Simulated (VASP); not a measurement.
```
CELL_PARAMETERS angstrom
      0.00000     2.11114     2.11114
      2.11114     0.00000     2.11114
      8.46724     8.46724    -0.02268
ATOMIC_POSITIONS crystal
  Ti 0.00026 0.00026 0.99980
  Ti 0.99699 0.99699 0.25226
  Ti 0.00301 0.00301 0.49774
  Ti 0.99974 0.99974 0.75020
  N  0.49597 0.49597 0.12802
  N  0.50000 0.50000 0.37500
  N  0.50403 0.50403 0.62198
  C  0.50000 0.50000 0.87500
```

Calculation: PBEsol GGA, VASP's PBE PAW potentials (set 64) (plane waves; VASP). Settings: 520 eV cut-off, Gaussian smearing of 0.050 eV, potentials Ti_sv N C.

**Question.** Give the energies of bands 26 to 39 at the high-symmetry points, in eV from the Fermi level.

**Answer.** 
```
band      Γ      T     H2      L     S0      F
----  -----  -----  -----  -----  -----  -----
26    -4.06  -4.42  -5.36  -5.24  -5.36  -5.25
27    -4.06  -3.07  -5.08  -4.57  -5.07  -5.11
28    -3.47  -2.82  -4.92  -4.42  -4.92  -4.32
29    -3.47  -2.82  -4.90  -4.22  -4.90  -4.07
30    -1.23  -2.47  -4.12  -3.57  -4.13  -3.87
31    -0.95  -1.74  -4.12  -3.56  -4.12  -2.90
32    -0.95  -1.74  -3.32  -2.12  -3.32  -2.40
33    -0.41  -0.14   0.76  -1.57   0.74  -1.96
34    -0.41  -0.14   0.80  -1.20   0.91  -0.20
35    -0.41   0.15   1.04   1.25   0.95   0.25
36     0.69   0.15   1.39   1.57   1.37   1.89
37     0.70   0.26   1.63   1.89   1.64   1.91
38     0.81   0.43   1.74   2.19   1.82   2.01
39     0.86   1.47   1.92   2.39   1.84   2.27
```

It has no gap at this level: it comes out as a metal or semimetal.

The structure was generated: Ti4CN3 was put into an ordered model structure (R-3m), which need not be its known phase. It was relaxed first. The electron count is odd and the run is not spin-polarised, which forces a metal.
